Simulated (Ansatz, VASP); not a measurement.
# Cross-check of TiO2 (Rutile) between VASP and Ansatz

One calculation is typed for both programs; each brings its own data sets. How far apart do they land? The cell is taken from a series of runs on this material, whose earlier steps may have relaxed, scaled, displaced or heated it; both programs get it as it stands.

Calculated with Ansatz 0.2.0; plane waves, with VASP 6.6.1 beside it; G0W0 gap at r2SCAN, DFT+U.

## (1) The starting structure

The structure is tetragonal, space group P4_2/mnm (No. 136). The conventional cell has a = 4.592 Å, b = 4.592 Å, c = 2.957 Å, α = 90.00°, β = 90.00°, γ = 90.00°. Nearest to Ti lie 6 O at 1.95 to 1.98 Å. Nearest to O lie 3 Ti at 1.95 to 1.98 Å. Farther neighbours and most contacts between anions are not listed.

Coordinates:

```cif
data_structure
_symmetry_space_group_name_H-M 'P4_2/mnm'
_symmetry_Int_Tables_number 136
_cell_length_a 4.5922
_cell_length_b 4.5922
_cell_length_c 2.9574
_cell_angle_alpha 90.000
_cell_angle_beta 90.000
_cell_angle_gamma 90.000
_cell_volume 62.37
loop_
_atom_site_label
_atom_site_type_symbol
_atom_site_symmetry_multiplicity
_atom_site_Wyckoff_symbol
_atom_site_fract_x
_atom_site_fract_y
_atom_site_fract_z
_atom_site_occupancy
Ti1 Ti 2 a 0.00000 0.00000 0.00000 1
O1 O 4 f 0.30496 0.30496 0.00000 1
```

## (2) VASP: G0W0 gap, r2SCAN, DFT+U

Quasiparticle shifts depend on high empty states and on the cores, so they are the hardest test of two PAW sets.

Lines of VASP's logs that name or quote its potential files are left out, and so is its time.

The run reads the wave functions of an earlier VASP run, which isn't shown here.

File INCAR:

```
SYSTEM = TiO2
PREC = Accurate
ENCUT = 440
ISMEAR = 0
SIGMA = 0.01
LREAL = .FALSE.
METAGGA = R2SCAN
LASPH = .TRUE.
NBANDS = 288
LMAXMIX = 4
ALGO = EVGW0
NELMGW = 1
ENCUTGW = 150
NOMEGA = 64
PRECFOCK = Fast
NBANDSGW = 32
LWAVE = .FALSE.
LCHARG = .FALSE.
```

File POSCAR:

```
TiO2
1.0
    4.5922000000      0.0000000000      0.0000000000
    0.0000000000      4.5922000000      0.0000000000
    0.0000000000      0.0000000000      2.9574000000
Ti O
2 4
Direct
    0.0000000000      0.0000000000      0.0000000000
    0.5000000000      0.5000000000      0.5000000000
    0.3049600000      0.3049600000      0.0000000000
    0.1950400000      0.8049600000      0.5000000000
    0.6950400000      0.6950400000      0.0000000000
    0.8049600000      0.1950400000      0.5000000000
```

File KPOINTS:

```
Automatic mesh
0
Gamma
4 4 6
0 0 0
```

PAW data sets: Ti_sv_GW and O_GW (PBE family, release 64).

On the command line:

```
$ mpirun -np 8 vasp_std
```

Numbers of over 12 decimals in the logs are rounded to 6 here.

What it wrote:

```text
[banner, memory and clock lines left out]
running    8 mpi-ranks, on    1 nodes
 distrk:  each k-point on    8 cores,    1 groups
 distr:  one band on    1 cores,    8 groups

 POSCAR found type information on POSCAR TiO
 POSCAR found :  2 types and       6 ions
|                                                                             |
|           W    W    AA    RRRRR   N    N  II  N    N   GGGG   !!!           |
|           W    W   A  A   R    R  NN   N  II  NN   N  G    G  !!!           |
|           W    W  A    A  R    R  N N  N  II  N N  N  G       !!!           |
|           W WW W  AAAAAA  RRRRR   N  N N  II  N  N N  G  GGG   !            |
|           WW  WW  A    A  R   R   N   NN  II  N   NN  G    G                |
|           W    W  A    A  R    R  N    N  II  N    N   GGGG   !!!           |
|                                                                             |
|     For optimal performance we recommend to set                             |
|       NCORE = 2 up to number-of-cores-per-socket                            |
|     NCORE specifies how many cores store one orbital (NPAR=cpu/NCORE).      |
|     This setting can greatly improve the performance of VASP for DFT.       |
|     The default, NCORE=1 might be grossly inefficient on modern             |
|     multi-core architectures or massively parallel machines. Do your        |
|     Unfortunately you need to use the default for GW and RPA                |
|     calculations (for HF NCORE is supported but not extensively tested      |
|     yet).                                                                   |
|                                                                             |

|                                                                             |
|               ----> ADVICE to this user running VASP <----                  |
|                                                                             |
|     You enforced a specific xc type in the INCAR file but a different       |
|     [... a line on the potential file left out ...]
|     I HOPE YOU KNOW WHAT YOU ARE DOING!                                     |
|                                                                             |

|                                                                             |
|           W    W    AA    RRRRR   N    N  II  N    N   GGGG   !!!           |
|           W    W   A  A   R    R  NN   N  II  NN   N  G    G  !!!           |
|           W    W  A    A  R    R  N N  N  II  N N  N  G       !!!           |
|           W WW W  AAAAAA  RRRRR   N  N N  II  N  N N  G  GGG   !            |
|           WW  WW  A    A  R   R   N   NN  II  N   NN  G    G                |
|           W    W  A    A  R    R  N    N  II  N    N   GGGG   !!!           |
|                                                                             |
|     The default for ENCUTGWSOFT is different in this version of VASP.       |
|     please manually set ENCUTGWSOFT =150 in the INCAR file.                 |
|                                                                             |

 LDA part: xc-table for (None), standard interpolation
 found WAVECAR, reading the header
 POSCAR, INCAR and KPOINTS ok, starting setup
 FFT: planning ... GRIDC
 FFT: planning ... GRID_SOFT
 FFT: planning ... GRID
 reading WAVECAR
 the WAVECAR file was read successfully
 initial charge from wavefunction
 available memory per node:     63.58 GB, setting MAXMEM to     65106

 The Fermi energy was updated, please check that it is located mid-gap
 values below the HOMO (VB) or above the LUMO (CB) will cause erroneous energies
 E-fermi :   6.1653

 calculate exact exchange contribution
 the WAVEDER file was read successfully
energies w=
    0.000    0.000    1.183    0.000    2.363    0.000    3.537    0.000
    4.704    0.000    5.861    0.000    7.007    0.000    8.138    0.000
    9.256    0.000   10.359    0.000   11.447    0.000   12.520    0.000
   13.578    0.000   14.621    0.000   15.652    0.000   16.671    0.000
   17.679    0.000   18.677    0.000   19.669    0.000   20.655    0.000
   21.637    0.000   22.617    0.000   23.598    0.000   24.582    0.000
   25.571    0.000   26.568    0.000   27.574    0.000   28.595    0.000
   29.632    0.000   30.689    0.000   31.770    0.000   32.878    0.000
   34.018    0.000   35.194    0.000   36.413    0.000   37.679    0.000
   39.001    0.000   40.386    0.000   41.842    0.000   43.378    0.000
   45.009    0.000   46.745    0.000   48.604    0.000   50.605    0.000
   52.769    0.000   55.122    0.000   57.698    0.000   60.536    0.000
   63.685    0.000   67.204    0.000   71.170    0.000   75.682    0.000
   80.868    0.000   86.896    0.000   93.995    0.000  102.484    0.000
  112.816    0.000  125.664    0.000  142.065    0.000  163.710    0.000
  193.556    0.000  237.280    0.000  307.343    0.000  437.462    0.000
 responsefunction array rank=     272
 LDA part: xc-table for (None), standard interpolation

 min. memory requirement per mpi rank    391.7 MB, per node   3133.8 MB

 allocating   8 responsefunctions rank=   272
 shmem allocating  64 responsefunctions rank=   272
 response function shared by NCSHMEM nodes    1
 Doing            8  frequencies on each core in blocks of           64
NQ=   1    0.0000    0.0000    0.0000,
|.........|.........|.........|.........|.........|.........|.........|.........
 performed       1658000 updates of chi_q(r,r)
 total number of BLAS operations        931.96 Gflops
NQ=   2    0.2500    0.0000    0.0000,
|.........|.........|.........|.........|.........|.........|.........|.........
 performed       4201000 updates of chi_q(r,r)
 total number of BLAS operations       2234.47 Gflops
NQ=   3    0.5000    0.0000    0.0000,
|.........|.........|.........|.........|.........|.........|.........|.........
 performed       6154000 updates of chi_q(r,r)
 total number of BLAS operations       3274.89 Gflops
NQ=   4    0.2500    0.2500    0.0000,
|.........|.........|.........|.........|.........|.........|.........|.........
 performed       8292000 updates of chi_q(r,r)
 total number of BLAS operations       4378.43 Gflops
NQ=   5    0.5000    0.2500    0.0000,
|.........|.........|.........|.........|.........|.........|.........|.........
 performed      10835000 updates of chi_q(r,r)
 total number of BLAS operations       5712.02 Gflops
NQ=   6    0.5000    0.5000    0.0000,
|.........|.........|.........|.........|.........|.........|.........|.........
 performed      12493000 updates of chi_q(r,r)
 total number of BLAS operations       6554.78 Gflops
NQ=   7    0.0000    0.0000    0.1667,
|.........|.........|.........|.........|.........|.........|.........|.........
 performed      14520000 updates of chi_q(r,r)
 total number of BLAS operations       7634.46 Gflops
NQ=   8    0.2500    0.0000    0.1667,
|.........|.........|.........|.........|.........|.........|.........|.........
 performed      17505000 updates of chi_q(r,r)
 total number of BLAS operations       9299.35 Gflops
NQ=   9    0.5000    0.0000    0.1667,
|.........|.........|.........|.........|.........|.........|.........|.........
 performed      20048000 updates of chi_q(r,r)
 total number of BLAS operations      10612.18 Gflops
NQ=  10    0.2500    0.2500    0.1667,
|.........|.........|.........|.........|.........|.........|.........|.........
 performed      22739000 updates of chi_q(r,r)
 total number of BLAS operations      12034.12 Gflops
NQ=  11    0.5000    0.2500    0.1667,
|.........|.........|.........|.........|.........|.........|.........|.........
 performed      25724000 updates of chi_q(r,r)
 total number of BLAS operations      13624.19 Gflops
NQ=  12    0.5000    0.5000    0.1667,
|.........|.........|.........|.........|.........|.........|.........|.........
 performed      27751000 updates of chi_q(r,r)
 total number of BLAS operations      14720.68 Gflops
NQ=  13    0.0000    0.0000    0.3333,
|.........|.........|.........|.........|.........|.........|.........|.........
 performed      29778000 updates of chi_q(r,r)
 total number of BLAS operations      15767.14 Gflops
NQ=  14    0.2500    0.0000    0.3333,
|.........|.........|.........|.........|.........|.........|.........|.........
 performed      32763000 updates of chi_q(r,r)
 total number of BLAS operations      17406.90 Gflops
NQ=  15    0.5000    0.0000    0.3333,
|.........|.........|.........|.........|.........|.........|.........|.........
 performed      35306000 updates of chi_q(r,r)
 total number of BLAS operations      18782.48 Gflops
NQ=  16    0.2500    0.2500    0.3333,
|.........|.........|.........|.........|.........|.........|.........|.........
 performed      37997000 updates of chi_q(r,r)
 total number of BLAS operations      20260.29 Gflops
NQ=  17    0.5000    0.2500    0.3333,
|.........|.........|.........|.........|.........|.........|.........|.........
 performed      40982000 updates of chi_q(r,r)
 total number of BLAS operations      21976.01 Gflops
NQ=  18    0.5000    0.5000    0.3333,
|.........|.........|.........|.........|.........|.........|.........|.........
 performed      43009000 updates of chi_q(r,r)
 total number of BLAS operations      23072.50 Gflops
NQ=  19    0.0000    0.0000    0.5000,
|.........|.........|.........|.........|.........|.........|.........|.........
 performed      44667000 updates of chi_q(r,r)
 total number of BLAS operations      24039.96 Gflops
NQ=  20    0.2500    0.0000    0.5000,
|.........|.........|.........|.........|.........|.........|.........|.........
 performed      47210000 updates of chi_q(r,r)
 total number of BLAS operations      25458.19 Gflops
NQ=  21    0.5000    0.0000    0.5000,
|.........|.........|.........|.........|.........|.........|.........|.........
 performed      49163000 updates of chi_q(r,r)
 total number of BLAS operations      26450.78 Gflops
NQ=  22    0.2500    0.2500    0.5000,
|.........|.........|.........|.........|.........|.........|.........|.........
 performed      51301000 updates of chi_q(r,r)
 total number of BLAS operations      27624.93 Gflops
NQ=  23    0.5000    0.2500    0.5000,
|.........|.........|.........|.........|.........|.........|.........|.........
 performed      53844000 updates of chi_q(r,r)
 total number of BLAS operations      29086.47 Gflops
NQ=  24    0.5000    0.5000    0.5000,
|.........|.........|.........|.........|.........|.........|.........|.........
 performed      55502000 updates of chi_q(r,r)
 total number of BLAS operations      29956.20 Gflops
 resolving degeneracies of screened two electron integrals

 calculate QP shifts <psi_nk| G(iteration)W_0 |psi_nk>: iteration 1
 entering main loop
```

Parts of OUTCAR (step 2):

```text
ion  position               nearest neighbor table
   1  0.000  0.000  0.000-   4 1.95   6 1.95   4 1.95   6 1.95   5 1.98   3 1.98
   2  0.500  0.500  0.500-   3 1.95   5 1.95   3 1.95   5 1.95   4 1.98   6 1.98
   3  0.305  0.305  0.000-   2 1.95   2 1.95   1 1.98
   4  0.195  0.805  0.500-   1 1.95   1 1.95   2 1.98
   5  0.695  0.695  0.000-   2 1.95   2 1.95   1 1.98
   6  0.805  0.195  0.500-   1 1.95   1 1.95   2 1.98

  LATTYP: Found a simple tetragonal cell.
 ALAT       =     4.5922000000
 C/A-ratio  =     0.6440050520

 Subroutine GETGRP returns: Found 16 space group operations
 (whereof  8 operations were pure point group operations)

The static configuration has the point symmetry D_2h.
 The point group associated with its full space group is D_4h.

 Found     24 irreducible k-points:

   k-points           NKPTS =     24   k-points in BZ     NKDIM =     96   number of bands    NBANDS=    288

   dimension x,y,z NGX =    32 NGY =   32 NGZ =   20
   dimension x,y,z NGXF=    64 NGYF=   64 NGZF=   40

   ENCUT  =  440.0 eV  32.34 Ry    5.69 a.u.   7.85  7.85  5.06*2*pi/ulx,y,z

   NELECT =      48.0000    total number of electrons

  energy-cutoff  :      440.00
  volume of cell :       62.37
      direct lattice vectors                 reciprocal lattice vectors
     4.592200000  0.000000000  0.000000000     0.217760550  0.000000000  0.000000000
     0.000000000  4.592200000  0.000000000     0.000000000  0.217760550  0.000000000
     0.000000000  0.000000000  2.957400000     0.000000000  0.000000000  0.338134848

 k-points in reciprocal lattice and weights: Automatic mesh
   0.00000000  0.00000000  0.00000000       0.010
   0.25000000  0.00000000  0.00000000       0.042
   0.50000000  0.00000000  0.00000000       0.021
   0.25000000  0.25000000  0.00000000       0.042
   0.50000000  0.25000000  0.00000000       0.042
   0.50000000  0.50000000  0.00000000       0.010
   0.00000000  0.00000000  0.16666667       0.021
   0.25000000  0.00000000  0.16666667       0.083
   0.50000000  0.00000000  0.16666667       0.042
[...]
0.50000000  0.25000000  0.50000000       0.042
   0.50000000  0.50000000  0.50000000       0.010

 E-fermi :   6.1653

 QP shifts <psi_nk| G(iteration)W_0 |psi_nk>: iteration 1
 for sc-GW calculations column KS-energies equals QP-energies in previous step
 and V_xc(KS)=  KS-energies - (<T + V_ion + V_H > + <T+V_H+V_ion>^1  + <V_x>^1)
 k-point   1 :       0.0000    0.0000    0.0000
  band No.  KS-energies  QP-energies   sigma(KS)   V_xc(KS)     V^pw_x(r,r')   Z            occupation Imag(sigma)
    ...
     21       3.9349       3.8192     -21.1363     -20.9811     -25.4407       0.7459       2.0000       0.2559
     22       4.2414       4.2026     -20.8940     -20.8417     -25.2073       0.7407       2.0000       0.2623
     23       4.2414       4.2026     -20.8940     -20.8417     -25.2073       0.7407       2.0000       0.2623
     24       4.7877       4.7049     -20.7277     -20.6144     -25.2616       0.7302       2.0000       0.2794
     25       7.5428       7.8262     -17.2663     -17.6508     -10.7895       0.7368       0.0000      -0.3187
     26       7.7922       8.1319     -17.0476     -17.5079     -10.8197       0.7381       0.0000      -0.3114
     27       8.1211       8.3742     -17.6144     -17.9678     -10.7873       0.7162       0.0000      -0.3606
     28       8.2018       8.4748     -17.9163     -18.2944     -11.0450       0.7220       0.0000      -0.3585
    ...

 k-point   2 :       0.2500    0.0000    0.0000
  band No.  KS-energies  QP-energies   sigma(KS)   V_xc(KS)     V^pw_x(r,r')   Z            occupation Imag(sigma)
    ...
     21       3.2913       3.0945     -19.9600     -19.6916     -24.2203       0.7335       2.0000       0.2985
     22       3.6074       3.4323     -20.8251     -20.5894     -25.0242       0.7427       2.0000       0.2605
     23       3.9002       3.7900     -20.3819     -20.2316     -24.7395       0.7329       2.0000       0.2866
     24       4.5294       4.4263     -20.4966     -20.3555     -25.0562       0.7307       2.0000       0.2875
     25       7.8152       8.1322     -17.4489     -17.8828     -11.0259       0.7303       0.0000      -0.3280
     26       8.1288       8.4709     -17.2330     -17.7026     -10.9037       0.7283       0.0000      -0.3371
     27       8.4259       8.7060     -18.1051     -18.4980     -11.1676       0.7129       0.0000      -0.3736
     28       8.4889       8.7874     -18.0771     -18.4982     -11.2514       0.7089       0.0000      -0.3756
    ...

 k-point   3 :       0.5000    0.0000    0.0000
  band No.  KS-energies  QP-energies   sigma(KS)   V_xc(KS)     V^pw_x(r,r')   Z            occupation Imag(sigma)
    ...
     21       3.0277       2.7750     -20.4164     -20.0738     -24.6819       0.7377       2.0000       0.2827
     22       3.0277       2.7750     -20.4164     -20.0738     -24.6819       0.7377       2.0000       0.2827
     23       3.9838       3.8371     -20.0833     -19.8816     -24.6782       0.7271       2.0000       0.3068
     24       3.9838       3.8371     -20.0833     -19.8816     -24.6782       0.7271       2.0000       0.3068
     25       8.1838       8.5283     -17.5222     -17.9975     -11.0555       0.7247       0.0000      -0.3483
     26       8.1838       8.5283     -17.5222     -17.9975     -11.0555       0.7247       0.0000      -0.3483
     27       8.7295       9.0132     -18.4027     -18.8058     -11.3527       0.7038       0.0000      -0.3995
     28       8.7295       9.0132     -18.4027     -18.8058     -11.3527       0.7038       0.0000      -0.3995
    ...

 k-point   4 :       0.2500    0.2500    0.0000
  band No.  KS-energies  QP-energies   sigma(KS)   V_xc(KS)     V^pw_x(r,r')   Z            occupation Imag(sigma)
    ...
     21       2.9482       2.7135     -19.2287     -18.9046     -23.8942       0.7241       2.0000       0.3571
     22       3.5024       3.3220     -20.8041     -20.5603     -25.1069       0.7403       2.0000       0.2675
     23       3.6361       3.4471     -20.2121     -19.9540     -24.3984       0.7327       2.0000       0.2833
     24       4.3285       4.2350     -20.5143     -20.3867     -25.0069       0.7329       2.0000       0.2837
     25       7.5965       7.9072     -17.3196     -17.7412     -10.9372       0.7370       0.0000      -0.3145
     26       8.2119       8.4869     -17.9277     -18.3089     -11.0374       0.7212       0.0000      -0.3599
     27       8.2236       8.5705     -17.4601     -17.9388     -11.0163       0.7246       0.0000      -0.3492
     28       8.7339       9.0180     -18.4141     -18.8182     -11.3674       0.7029       0.0000      -0.3997
    ...

[... 4 further parts left out ...]
```

(Part 1 of 2 ends here.)

[Lines on the potential files, build, host, timing and source positions are cut from VASP's logs without a mark.]

[Logs are printed without paths, hosts, clocks, repeated set-up lines and the standing remarks that a program may print on its own settings, such as how far it seeks lower states.]

[Hosts, paths, dates, database ids (printed as entryN), source tags and the programs' standing remarks are cut or masked in the printed files.]
